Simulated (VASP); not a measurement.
Data:

```
CELL_PARAMETERS angstrom
      2.21010    -3.43830     0.00000
      2.21010     3.43830     0.00000
      0.00000     0.00000    12.67975
ATOMIC_POSITIONS crystal
  Hg 0.64239 0.35761 0.83277
  Hg 0.35761 0.64239 0.33277
  Br 0.63394 0.36606 0.46115
  Br 0.36606 0.63394 0.96115
  Br 0.92222 0.07778 0.70608
  Br 0.07778 0.92222 0.20608
```

Calculation: PBEsol GGA, VASP's PBE PAW potentials (set 64) (plane waves; VASP). Run with 400 eV cut-off, Gaussian smearing of 0.050 eV, potentials Hg Br.

Unless said otherwise, spin-orbit coupling is left out, though it shifts the bands of the heavy elements here.

### Question
Give the energies of bands 17 to 30 at the high-symmetry points, in eV from the valence-band maximum.

### Answer

| band | Γ | Y | C0 | Z | A0 | T | S | R |
|---|---|---|---|---|---|---|---|---|
| 17 | -1.97 | -2.87 | -2.64 | -1.62 | -2.62 | -2.91 | -2.76 | -2.75 |
| 18 | -1.45 | -2.82 | -2.63 | -1.62 | -2.62 | -2.91 | -2.58 | -2.75 |
| 19 | -0.89 | -1.90 | -2.02 | -0.78 | -1.97 | -1.78 | -2.25 | -2.05 |
| 20 | -0.61 | -1.86 | -1.87 | -0.78 | -1.97 | -1.78 | -2.03 | -2.05 |
| 21 | -0.54 | -1.83 | -1.86 | -0.58 | -1.79 | -1.73 | -0.96 | -0.93 |
| 22 | -0.39 | -1.59 | -1.66 | -0.58 | -1.79 | -1.73 | -0.96 | -0.93 |
| 23 | -0.38 | -0.66 | -0.79 | -0.34 | -0.73 | -0.48 | -0.65 | -0.57 |
| 24 | -0.31 | -0.33 | -0.74 | -0.34 | -0.73 | -0.48 | -0.39 | -0.57 |
| 25 | -0.06 | -0.21 | -0.52 | -0.01 | -0.25 | -0.28 | -0.18 | -0.18 |
| 26 | -0.05 | -0.19 | 0.00 | -0.01 | -0.25 | -0.28 | -0.12 | -0.18 |
| 27 | 2.10 | 2.71 | 3.02 | 2.67 | 3.09 | 2.85 | 2.69 | 2.93 |
| 28 | 3.22 | 2.87 | 3.19 | 2.67 | 3.09 | 2.85 | 3.07 | 2.93 |
| 29 | 4.82 | 5.46 | 6.37 | 4.88 | 6.40 | 5.53 | 5.09 | 5.25 |
| 30 | 4.87 | 5.75 | 6.39 | 4.88 | 6.40 | 5.53 | 5.43 | 5.25 |

The gap is indirect, 2.10 eV, from the valence maximum at C0 to the conduction minimum at Γ.

Measured: gap 3.30 eV (computed value off by -1.20 eV), as given by Sushree Sarita Sahoo et al., Materials Today Communications (2021), doi:10.1016/j.mtcomm.2021.102824.

The compound is HgBr2 in the sg36 structure. It was relaxed first.
